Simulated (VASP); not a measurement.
A VASP calculation is set up with these files.

### INCAR
```
! general
SYSTEM  =  LiCl
PREC    =  Accurate
ENCUT   =  600   ! plane-wave cut-off (eV)
LREAL   =  .FALSE.   ! projection in real space or not
LASPH   =  .TRUE.   ! aspherical one-centre terms

! electronic loop
EDIFF   =  1E-7
NELM    =  100   ! most electronic steps
ALGO    =  Normal

! smearing
ISMEAR  =  0
SIGMA   =  0.05   ! width (eV)

! functional
GGA     =  PS   ! PBEsol

! ions
ISIF    =  2

! output
LWAVE   =  .FALSE.
LCHARG  =  .FALSE.
```

### POSCAR
```
LiCl
1
    0.0000000000     2.5308879788     2.5182335389
    2.5308879788     0.0000000000     2.5182335389
    2.5308879788     2.5308879788     0.0000000000
Li Cl
1 1
Direct
  0.0000000000   0.0000000000   0.0000000000
  0.5000000000   0.5000000000   0.5000000000
```

File KPOINTS:
```
Automatic mesh
0
Gamma
8 8 8
0 0 0
```

POTCAR, in this order: Li_sv Cl (PBE.64 set). Program: vasp_std.

Write an equivalent input for Quantum ESPRESSO's pw.x.

One equivalent input (not run):
```
&CONTROL
  calculation = 'scf'
  pseudo_dir = './pseudo'
  outdir = './out'
  tprnfor = .true.
  tstress = .true.
/
&SYSTEM
  ibrav = 0
  nat = 2
  ntyp = 2
  ecutwfc = 74
  occupations = 'smearing'
  smearing = 'gaussian'
  degauss = 0.003675
  input_dft = 'pbesol'
/
&ELECTRONS
  conv_thr = 7.3e-09
  electron_maxstep = 100
/
ATOMIC_SPECIES
  Li 6.940 Li.upf
  Cl 35.450 Cl.upf
CELL_PARAMETERS angstrom
     0.0000000    2.5308880    2.5182335
     2.5308880    0.0000000    2.5182335
     2.5308880    2.5308880    0.0000000
ATOMIC_POSITIONS crystal
  Li   0.0000000  0.0000000  0.0000000
  Cl   0.5000000  0.5000000  0.5000000
K_POINTS automatic
  8 8 8 0 0 0
```
The two are equivalent in intent, not identical: the potentials are each code's own (VASP's PAW set, PseudoDojo norm-conserving files in pw.x), so ENCUT and ecutwfc are chosen apart and not converted; conv_thr bounds pw.x's estimated SCF error, while EDIFF bounds the energy change between steps.

The compound is LiCl in the rock salt structure. This cell was strained or had an atom moved on purpose.
